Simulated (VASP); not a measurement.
OSZICAR of a VASP run on SrCl₂ (fluorite):

### OSZICAR
```
       N       E                     dE             d eps       ncg     rms          rms(c)
DAV:   1     0.177993129427E+03    0.17799E+03   -0.11912E+04   512   0.140E+03
DAV:   2     0.182216102517E+02   -0.15977E+03   -0.15711E+03   656   0.267E+02
DAV:   3     0.937760554723E+01   -0.88440E+01   -0.88391E+01   656   0.705E+01
DAV:   4     0.926343973135E+01   -0.11417E+00   -0.11416E+00   848   0.812E+00
DAV:   5     0.926274423385E+01   -0.69550E-03   -0.69550E-03   648   0.437E-01    0.946E+01
DAV:   6    -0.517784209645E+01   -0.14441E+02   -0.45030E+01   560   0.690E+01    0.229E+01
DAV:   7    -0.527406824627E+01   -0.96226E-01   -0.17235E+00   776   0.134E+01    0.185E+01
DAV:   8    -0.510574095131E+01    0.16833E+00   -0.44716E-01   616   0.576E+00    0.100E+01
DAV:   9    -0.529577615381E+01   -0.19004E+00   -0.28464E-01   544   0.562E+00    0.467E+00
DAV:  10    -0.535435125441E+01   -0.58575E-01   -0.40006E-02   688   0.150E+00    0.371E-01
DAV:  11    -0.535995822502E+01   -0.56070E-02   -0.15525E-02   744   0.110E+00    0.925E-01
DAV:  12    -0.536288041508E+01   -0.29222E-02   -0.84295E-03   592   0.861E-01    0.263E-01
DAV:  13    -0.536558984161E+01   -0.27094E-02   -0.14540E-03   792   0.398E-01    0.133E-01
DAV:  14    -0.536591311472E+01   -0.32327E-03   -0.21049E-03   560   0.336E-01    0.116E-01
DAV:  15    -0.536628278841E+01   -0.36967E-03   -0.16911E-04   688   0.118E-01    0.268E-02
DAV:  16    -0.536626422284E+01    0.18566E-04   -0.10756E-05   624   0.248E-02    0.204E-02
DAV:  17    -0.536630692860E+01   -0.42706E-04   -0.16681E-05   664   0.395E-02    0.577E-03
DAV:  18    -0.536630464166E+01    0.22869E-05   -0.43093E-06   560   0.209E-02    0.242E-03
DAV:  19    -0.536631049626E+01   -0.58546E-05   -0.20252E-06   696   0.191E-02    0.182E-03
DAV:  20    -0.536631095064E+01   -0.45438E-06   -0.14395E-07   552   0.407E-03    0.773E-04
DAV:  21    -0.536631088538E+01    0.65254E-07   -0.29695E-08   552   0.183E-03
   1 F= -.53663109E+01 E0= -.53663109E+01  d E =0.000000E+00
       N       E                     dE             ncg
       N       E                     dE             ncg
       N       E                     dE             ncg
       N       E                     dE             ncg
```

Question: Which electronic solver shows in the log?

Answer: It is blocked Davidson (ALGO = Normal, or the opening steps of other solvers). The INCAR had ALGO = Normal.

Question: Can the final energy be trusted as converged?

Answer: The run converged. It stopped with EDIFF = 1E-7, NELM = 100 (revTPSS meta-GGA, plane waves, VASP's PBE PAW potentials (set 64)).

The compound is SrCl2 in the fluorite structure. It was relaxed first.
